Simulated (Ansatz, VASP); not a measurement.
## RuSe in VASP and in Ansatz

Contents of INCAR:

```
PREC     = Accurate       # precision mode
ENCUT    = 520            # plane-wave cutoff, eV
EDIFF    = 1E-6           # SCF threshold, eV
ISMEAR   = 0              # smearing method
SIGMA    = 0.05           # smearing width, eV
LREAL    = False          # projectors in reciprocal space
LASPH    = True           # aspherical terms in the spheres
NELM     = 60             # most SCF steps
ALGO     = Fast           # electronic algorithm
ISIF     = 2              # what is computed and relaxed
LWAVE    = False          # write WAVECAR
LCHARG   = False          # write CHGCAR
ISPIN    = 2              # spin polarisation
MAGMOM   = 1 -1 0 0       # initial moments
LORBIT   = 11             # projections on sites
LMAXMIX  = 4              # l up to which the mixer works
LDAU     = True           # DFT+U
LDAUTYPE = 2            
LDAUL    = 2 -1           # shell
LDAUU    = 3 0            # U, eV
LDAUJ    = 0 0          
LDAUPRINT= 1            
GGA      = PE             # functional
```

File KPOINTS:

```
Automatic mesh
0
Gamma
  5 5 5
```

POSCAR

```
RuSe
1.0
    0.0000000000      3.1876923100      3.1876923100
    3.1876923100      0.0000000000      3.1876923100
    3.1876923100      3.1876923100      0.0000000000
Ru Se
2 2
Direct
    0.0000000000      0.0000000000      0.0000000000
    0.5000000000      0.5000000000      0.5000000000
    0.2500000000      0.2500000000      0.2500000000
    0.7500000000      0.7500000000      0.7500000000
```

File input.yaml:

```yaml
crystal:
  lattice:
    - [0.0, 3.18769231, 3.18769231]
    - [3.18769231, 0.0, 3.18769231]
    - [3.18769231, 3.18769231, 0.0]
  atoms:
    - { symbol: Ru, position: [0.0, 0.0, 0.0], spin: 1.0 }
    - { symbol: Ru, position: [0.5, 0.5, 0.5], spin: -1.0 }
    - { symbol: Se, position: [0.25, 0.25, 0.25] }
    - { symbol: Se, position: [0.75, 0.75, 0.75] }
hamiltonian:
  xc: pbe
  pseudopotentials: { kind: paw }
  hubbard: { sites: [{ species: Ru, l: d, u_eff: 3.0 }] }
magnetization:
  spin_polarized: true
kpoints:
  mp_grid: { grid: [5, 5, 5] }
scf:
  occupations: { method: gaussian, width: 0.05 }
output:
  forces: true
  stress: true
  eigenvalues: true
  write_density: true
  write_potential: true
  elf: true
  volumetric_format: npy
```

The cell comes from a database or a generator and needn't be the stable form of this composition.

Alike in both runs: task single point; functional PBE; k mesh 5 × 5 × 5; occupations gaussian, width 0.05 eV; collinear spin, antiferromagnetic start; Hubbard terms Ru d U = 3 eV.

|  | VASP | Ansatz |
| --- | --- | --- |
| version | VASP 6.6.1 | Ansatz 0.2.0 |
| potentials or method | VASP PAW PBE potentials, release 64 (Ru_pv, Se) | Ansatz PAW |
| plane-wave cutoff (eV) | 520 | 420 |
| valence electrons in the cell | 40 | 64 |

|  | VASP | Ansatz | Ansatz less VASP |
| --- | --- | --- | --- |
| gap on the k mesh at the Fermi level (eV) | none | none | - |
| pressure (GPa) | -9.6 | -4.8 | +4.80 |
| net moment per atom (μB) | 0.00 | 0.64 | +0.644 |
| size of the moment on the site where the two differ most (μB) | 0.00 | 1.39 | +1.390 |

The net moments differ so much that the two runs ended in different magnetic states, which moves the other rows too. Site moments also hang on the region over which each program counts them. The programs project onto different local orbitals, so the same U acts differently. A gap of «none» marks a metal or a gap that the smearing closes. The two sets of potentials don't hold the same shells in valence.

Caveats: the magnetic or orbital state may not be the lowest (Ansatz); the starting moments weren't kept (Ansatz). The state reached can hang on the start; a lower one may exist.
